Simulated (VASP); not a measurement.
# MgSnO2 (P4mm) in VASP: settings compared, part 2 of 2

VASP 6.6.1.

**3. Relaxation of cell and atoms, PBE**

This run uses another cell than the first one, of 19.54 Å³/atom, 1.054 times its volume.

The input, INCAR:

```
PREC = Accurate ; ENCUT = 520
EDIFF = 1E-7 ; ISMEAR = 0
SIGMA = 0.03 ; LREAL = F
LASPH = T ; NELM = 120
ALGO = Normal ; ISIF = 3
LWAVE = F ; LCHARG = F
GGA = PE ; IBRION = 2
NSW = 60 ; EDIFFG = -0.005
POTIM = 0.3 ; KPAR = 2
```

The input, KPOINTS:

```
regular mesh
0
Gamma
  6 6 6
```

The input, POSCAR:

```
MgSnO2                                  
1.0
    3.8973142074      0.0000000000      0.0000000000
    0.0000000000      3.8973142074     -0.0000000000
    0.0000000000      0.0000000000      5.1448702174
  Mg              Sn              O             
     1     1     2
Direct
     0.0000000000000000    0.0000000000000000    0.8979632471648933
     0.5000000000000000    0.5000000000000000    0.2030964334906757
     0.5000000000000000    1.0000000000000000    0.9894824396722146
     0.0000000000000000    0.5000000000000000    0.9894824396722146
```

Potentials or basis: VASP PAW PBE potentials, release 64 (Mg, Sn_d, O).

Command:

```console
> cat potpaw_PBE.64/Mg/POTCAR potpaw_PBE.64/Sn_d/POTCAR potpaw_PBE.64/O/POTCAR > POTCAR
> mpirun -np 2 vasp_std > vasp.out
```

OUTCAR:

```text
PREC = Accurate
   ENCUT = 520
   EDIFF = 1E-7
   ISMEAR = 0
   LREAL = F
   LASPH = T
   NELM = 120
   ISIF = 3
   GGA = PE
   IBRION = 2
   NSW = 60
   EDIFFG = -0.005
   POTIM = 0.3

 ion  position               nearest neighbor table
   1  0.000  0.000  0.898-   3 2.00   4 2.00   4 2.00   3 2.00   2 3.17   2 3.17   2 3.17   2 3.17

   2  0.500  0.500  0.203-   3 2.24   4 2.24   3 2.24   4 2.24   1 3.17   1 3.17   1 3.17   1 3.17

   3  0.500  0.000  0.989-   1 2.00   1 2.00   2 2.24   2 2.24
   4  0.000  0.500  0.989-   1 2.00   1 2.00   2 2.24   2 2.24

  LATTYP: Found a simple tetragonal cell.
 ALAT       =     3.8973142074
 C/A-ratio  =     1.3201066025

  Lattice vectors:

 A1 = (   3.8973142074,   0.0000000000,   0.0000000000)
 A2 = (   0.0000000000,   3.8973142074,   0.0000000000)
 A3 = (   0.0000000000,   0.0000000000,   5.1448702174)

Analysis of symmetry for initial positions (statically):
=====================================================================
 Subroutine PRICEL returns:
 Original cell was already a primitive cell.

 Routine SETGRP: Setting up the symmetry group for a
 simple tetragonal supercell.

 Subroutine GETGRP returns: Found  8 space group operations
 (whereof  8 operations were pure point group operations)
 out of a pool of 16 trial point group operations.

[... 280 lines left out ...]

[... ionic steps 4 to 10 ...]

--------------------------------------- Ionic step       11  -------------------------------------------

 number of electron      27.9999990 magnetization

------------------------ aborting loop because EDIFF is reached ----------------------------------------
[... 71 lines left out ...]
--------------------------------------- Ionic step       13  -------------------------------------------

 number of electron      27.9999989 magnetization

 Free energy of the ion-electron system (eV)
  ---------------------------------------------------
  ext. energy  EPLUGINS =         0.00000000
  ---------------------------------------------------
  free energy    TOTEN  =       -22.33942752 eV

  energy without entropy =      -22.33942752  energy(sigma->0) =      -22.33942752

 E-fermi :   2.4840     XC(G=0):  -8.3435

 val. band max:        2.3389878198   @ k =   0.5000   0.0000   0.5000
 cond. band min:       4.0283170895   @ k =   0.0000   0.0000   0.5000
 fundamental gap:      1.6893292697
 Fermi energy:         2.4840134109

 k-point     1 :       0.0000    0.0000    0.0000
  band No.  band energies     occupation
      1     -18.1240      2.00000
      2     -17.8664      2.00000
      3     -17.8664      2.00000
      4     -17.8631      2.00000
      5     -17.8594      2.00000
      6     -15.7727      2.00000
[... 481 lines left out ...]
      5     -17.8181      2.00000
      6     -14.8220      2.00000
[... 10 lines left out ...]
     17       7.9804      0.00000
     18       9.3330      0.00000

 [... further k-points ...]

------------------------ aborting loop because EDIFF is reached ----------------------------------------

  FORCE on cell =-STRESS in cart. coord.  units (eV):
  Direction    XX          YY          ZZ          XY          YZ          ZX
  --------------------------------------------------------------------------------------
  -------------------------------------------------------------------------------------
  Total        0.0067946      0.0067946     -0.0010321      0.0000000     -0.0000000      0.0000000
  in kB        0.1372155      0.1372155     -0.0208421      0.0000000     -0.0000000      0.0000000
  external PRESSURE =       0.0845296 kB  Pullay stress =       0.0000000 kB
[... 19 lines left out ...]
  FREE ENERGIE OF THE ION-ELECTRON SYSTEM (eV)
  ---------------------------------------------------
  free  energy   TOTEN  =       -22.3394275188 eV

  energy  without entropy=      -22.3394275188  energy(sigma->0) =      -22.33942752

 reached required accuracy - stopping structural energy minimisation
```

OSZICAR:

```text
N       E                     dE             d eps       ncg     rms          rms(c)
DAV:   1     0.267589354543E+03    0.26759E+03   -0.14159E+04  1456   0.184E+03
DAV:   2     0.830750879805E+01   -0.25928E+03   -0.25042E+03  1744   0.452E+02
DAV:   3    -0.260381625337E+02   -0.34346E+02   -0.33690E+02  1628   0.158E+02
DAV:   4    -0.273821030764E+02   -0.13439E+01   -0.13401E+01  1734   0.347E+01
[... 116 lines left out ...]
DAV:   3    -0.223394601076E+02    0.10162E-03   -0.20506E-04  1786   0.280E-01    0.307E-02
DAV:   4    -0.223394299589E+02    0.30149E-04   -0.84403E-05  2040   0.156E-01    0.749E-03
DAV:   5    -0.223394278833E+02    0.20756E-05   -0.20109E-05  1870   0.572E-02    0.371E-03
DAV:   6    -0.223394275445E+02    0.33878E-06   -0.17976E-06  2148   0.140E-02    0.152E-03
DAV:   7    -0.223394275188E+02    0.25695E-07   -0.14050E-07  1144   0.319E-03
  13 F= -.22339428E+02 E0= -.22339428E+02  d E =-.550606E-04
```

CONTCAR:

```text
MgSnO2
   1.00000000000000
     3.8984074392527019    0.0000000000000000    0.0000000000000000
     0.0000000000000000    3.8984074392527019    0.0000000000000000
     0.0000000000000000    0.0000000000000000    5.2203520036132769
  Mg              Sn              O
     1     1     2
Direct
     0.0000000000000000    0.0000000000000000    0.9000066820629701
     0.5000000000000000    0.5000000000000000    0.2004527234770762
     0.5000000000000000    1.0000000000000000    0.9897825772299795
     0.0000000000000000    0.5000000000000000    0.9897825772299795

  0.00000000E+00  0.00000000E+00  0.00000000E+00
  0.00000000E+00  0.00000000E+00  0.00000000E+00
  0.00000000E+00  0.00000000E+00  0.00000000E+00
  0.00000000E+00  0.00000000E+00  0.00000000E+00
```

Wall time 5.9 min (2 MPI ranks of Intel Xeon Platinum 8375C at 2.90GHz (Ice Lake), shared host); peak memory 0.23 GiB.

What came out:

- Free energy: -22.3394 eV
- Relaxed volume: 19.83 Å³/atom
- Relaxed cell: a = 3.898 Å, b = 3.898 Å, c = 5.220 Å, α = 90.00°, β = 90.00°, γ = 90.00°
- Space group after relaxing (to 0.05 Å): P4mm (No. 99)
- Energy gained by relaxing: 0.1 meV/atom
- Ionic steps: 13
- Pressure after relaxing: 0.0 GPa
- Band gap on the k mesh: 1.69 eV, indirect (least direct gap 2.30 eV)

The path:
```
step  energy change (eV)  largest force (eV/Å)  pressure (GPa)  volume (Å³)
   1              0.0000                0.0062            0.08        78.15
   2              0.0000                0.0115            0.03        78.21
   3              0.0000                0.0186           -0.03        78.29
   4             -0.0001                0.0155           -0.03        78.31
   5             -0.0001                0.0125           -0.02        78.38
   6             -0.0002                0.0180            0.01        78.52
   7             -0.0002                0.0153            0.03        78.57
   8             -0.0003                0.0210            0.05        78.72
   9             -0.0003                0.0175            0.05        78.70
  10             -0.0003                0.0214            0.02        78.82
  11             -0.0004                0.0341           -0.06        79.16
  12             -0.0004                0.0224           -0.03        79.22
  13             -0.0004                0.0005            0.01        79.34
```

Final structure:
```
Mg Sn O
1.0
     3.89841    0.00000    0.00000
     0.00000    3.89841    0.00000
     0.00000    0.00000    5.22035
Mg Sn O
1 1 2
Direct
  0.00000 0.00000 0.90001
  0.50000 0.50000 0.20045
  0.50000 0.00000 0.98978
  0.00000 0.50000 0.98978
```

Caveat: spin-orbit coupling is left out, which moves the levels of the heavy elements.

**4. Single point, r2SCAN**

This run uses another cell than the first one, of 19.83 Å³/atom, 1.070 times its volume.

The input, INCAR:

```
SYSTEM = MgSnO2
  PREC = Accurate
  ENCUT = 520
  EDIFF = 1E-6
  ISMEAR = 0
  SIGMA = 0.03
  LREAL = .False.
  LASPH = .True.
  NELM = 150
  ALGO = Normal
  ISIF = 2
  LWAVE = .False.
  LCHARG = .False.
  METAGGA = R2SCAN
  LMIXTAU = .True.
  KPAR = 2
```

The input, KPOINTS:

```
Automatic mesh
0
Gamma
  6 6 6
  0 0 0
```

The input, POSCAR:

```
MgSnO2                                  
1.0
    3.8984074393      0.0000000000      0.0000000000
    0.0000000000      3.8984074393      0.0000000000
    0.0000000000      0.0000000000      5.2203520036
  Mg              Sn              O             
     1     1     2
Direct
     0.0000000000000000    0.0000000000000000    0.9000066820629701
     0.5000000000000000    0.5000000000000000    0.2004527234770762
     0.5000000000000000    1.0000000000000000    0.9897825772299795
     0.0000000000000000    0.5000000000000000    0.9897825772299795
```

Command:

```console
> cat potpaw_PBE.64/Mg/POTCAR potpaw_PBE.64/Sn_d/POTCAR potpaw_PBE.64/O/POTCAR > POTCAR
> mpirun -np 2 vasp_std > vasp.out
```

Run time: 3.5 min. Hardware: 2 MPI ranks of Intel Xeon Platinum 8375C at 2.90GHz (Ice Lake), shared host; peak memory 0.22 GiB.

It converged, with:

* Free energy: -48.4924 eV
* Pressure: -3.0 GPa
* Largest force: 0.481 eV/Å
* Band gap on the k mesh: 2.10 eV, indirect (least direct gap 2.66 eV)

Forces on the atoms (eV/Å):
```
Mg   0.000  0.000  0.101
Sn   0.000  0.000 -0.481
O    0.000  0.000  0.190
O    0.000  0.000  0.190
```

Stress tensor (GPa, compression positive):
```
-3.75  0.00  0.00
 0.00 -3.75  0.00
 0.00  0.00 -1.60
```

Levels at points of the mesh, in eV from the valence-band top:
```tsv
k point	band 12	band 13	band 14	band 15	band 16	band 17
(0.00, 0.00, 0.00)	-1.78	-1.67	-1.67	3.59	5.61	6.90
(0.50, 0.00, 0.00)	-3.07	-2.84	-0.45	2.32	6.32	6.99
(0.50, 0.50, 0.00)	-1.48	-1.04	-0.41	3.75	3.75	5.27
(0.00, 0.00, 0.50)	-1.67	-1.67	-0.56	2.10	6.03	6.38
(0.50, 0.00, 0.50)	-3.13	-3.07	0.00	3.20	5.44	5.93
(0.50, 0.50, 0.50)	-1.48	-1.04	-0.84	4.32	4.79	4.79
```

Caveat: the PAW data sets were made with another functional, which shifts forces and pressure a little; spin-orbit coupling is left out, which moves the levels of the heavy elements.
